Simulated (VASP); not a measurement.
Method: PBE GGA, VASP's PBE PAW potentials (set 64) (plane waves; VASP).

VASP input:

File POSCAR:
```
Os
1
    1.3553986540    -2.3476189437     0.0000000000
    1.3553986540     2.3476189437     0.0000000000
    0.0000000000     0.0000000000     4.2908809429
Os
2
Direct
  0.3333330000   0.6666670000   0.2500000000
  0.6666670000   0.3333330000   0.7500000000
```

### INCAR
```
ALGO  =  Normal
EDIFF  =  1E-6
EDIFFG  =  -0.02
ENCUT  =  500
GGA  =  PE
IBRION  =  2
ISIF  =  3
ISMEAR  =  1
LASPH  =  .TRUE.
LCHARG  =  .FALSE.
LMAXMIX  =  6
LREAL  =  .FALSE.
LWAVE  =  .FALSE.
NELM  =  100
NSW  =  40
PREC  =  Accurate
PSTRESS  =  300
SIGMA  =  0.1
SYSTEM  =  Os
```

KPOINTS:
```
K-points
0
Gamma
  15 15 9
0 0 0
```

POTCAR, in this order: Os (PBE.64 set). Program: vasp_std.

Unless said otherwise, spin-orbit coupling is left out, though it shifts the bands of the heavy elements here.

**Question.** Estimate the energy per atom (σ→0), volume per atom, band gap (on the k-mesh).

**Answer.** 
| Item | Value |
|---|---|
| energy per atom (σ→0) | -11.174 eV/atom |
| band gap (on the k-mesh) | none (metal, semimetal or under 0.01 eV) |
| volume per atom | 13.39 Å^3/atom |

File OSZICAR:
```
...
DAV:   4    -0.223469874613E+02   -0.30376E-06   -0.53130E-06  3192   0.308E-02
   6 F= -.17333007E+02 E0= -.17333240E+02  d E =0.430761E-04
       N       E                     dE             d eps       ncg     rms          rms(c)
DAV:   1    -0.223474002536E+02   -0.41310E-03   -0.57096E-03  3288   0.668E-01    0.400E-02
DAV:   2    -0.223473493531E+02    0.50901E-04   -0.64626E-05  3908   0.108E-01    0.209E-02
DAV:   3    -0.223473325016E+02    0.16851E-04   -0.30460E-05  3584   0.484E-02    0.403E-03
DAV:   4    -0.223473325869E+02   -0.85246E-07   -0.18916E-06  2140   0.188E-02
   7 F= -.17333079E+02 E0= -.17333338E+02  d E =-.290189E-04
```

The compound is Os in the hcp structure. This run relaxes it under an external pressure of 30 GPa. Symmetry was kept, so distortions that lower it aren't found.
